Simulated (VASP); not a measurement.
An input for Ansatz (written as the equivalent of a VASP run, and not itself run):

Ansatz 0.2 input:
```yaml
crystal:
  lattice:
    - [0.0000000, 2.6691278, 2.6691278]
    - [2.6691278, 0.0000000, 2.6691278]
    - [2.6691278, 2.6691278, 0.0000000]
  atoms:
    - { symbol: Mg, position: [0.0000000, 0.0000000, 0.0000000] }
    - { symbol: Se, position: [0.5000000, 0.5000000, 0.5000000] }
kpoints:
  mp_grid: { grid: [8, 8, 8] }
hamiltonian:
  xc: r2scan
  dispersion: rvv10
  pseudopotentials: { kind: paw }
scf:
  occupations: { method: gaussian, width: 0.05 }
  max_iter: 100
output: { forces: true, stress: true, eigenvalues: true }
```

Task: Write the VASP files for the same calculation (r2SCAN+rVV10).

Result: Several could match; the one computed here: 
POSCAR:
```
MgSe
1
    0.0000000000     2.6691277729     2.6691277729
    2.6691277729     0.0000000000     2.6691277729
    2.6691277729     2.6691277729     0.0000000000
Mg Se
1 1
Direct
  0.0000000000   0.0000000000   0.0000000000
  0.5000000000   0.5000000000   0.5000000000
```

**INCAR**
```
ALGO = Normal
BPARAM = 11.95
CPARAM = 0.0093
EDIFF = 1E-7
ENCUT = 520
ISIF = 2
ISMEAR = 0
LASPH = .TRUE.
LCHARG = .FALSE.
LMAXMIX = 4
LMIXTAU = .TRUE.
LREAL = .FALSE.
LUSE_VDW = .TRUE.
LWAVE = .FALSE.
METAGGA = R2SCAN
NELM = 100
PREC = Accurate
SIGMA = 0.05
SYSTEM = MgSe
```

File KPOINTS:
```
Automatic mesh
0
Gamma
8 8 8
0 0 0
```

POTCAR, in this order: Mg Se (PBE.64 set). Program: vasp_std.

The two are equivalent in intent, not identical: each code has its own PAW files, so the cut-off isn't converted (ENCUT is set for VASP's; basis.ecutwfc is left out, and Ansatz then takes the one that its files recommend); Ansatz stops its SCF on the density residual and VASP on the energy change (EDIFF).

The compound is MgSe in the rock salt structure. This cell is one point of a volume scan, at 0.94 of the reference volume.
